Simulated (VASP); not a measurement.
## CuF (relaxed from the NiAs type structure, space group P6_3/mmc): computed properties

Level of theory: r2SCAN meta-GGA, VASP's PBE PAW potentials (set 64) (plane waves; VASP).

```
Item                                                                                     Result
----------------------------------  -----------------------------------------------------------
space group                                                                      P6_3/mmc (194)
cell                                a = b = 3.1433 Å, c = 5.3483 Å, α = β = 90.00°, γ = 120.00°
volume per atom                                                                   11.44 Å³/atom
band gap (over mesh and band path)                     none (metal, semimetal or under 0.01 eV)
density                                                                              5.99 g/cm³
```

CuF is taken in the hexagonal space group P6₃/mmc (No. 194), the NiAs type structure, Pearson symbol hP4. Cell: a = b = 3.143 Å, c = 5.348 Å, α = β = 90.00°, γ = 120.00°. Cu on 2a is surrounded by 6 F at 2.254 Å (octahedral). F on 2c has 6 Cu at 2.254 Å (trigonal prismatic). (Neighbours: up to the widest gap in distance over summed covalent radii, below 1.35, at either atom; cation-cation and far metal-metal contacts left out.)

The structure was generated: CuF was put into the NiAs type type (P6_3/mmc), which need not be its known phase. It was relaxed first, which changed the volume by +39 %. Symmetry was kept, so distortions that lower it aren't found.
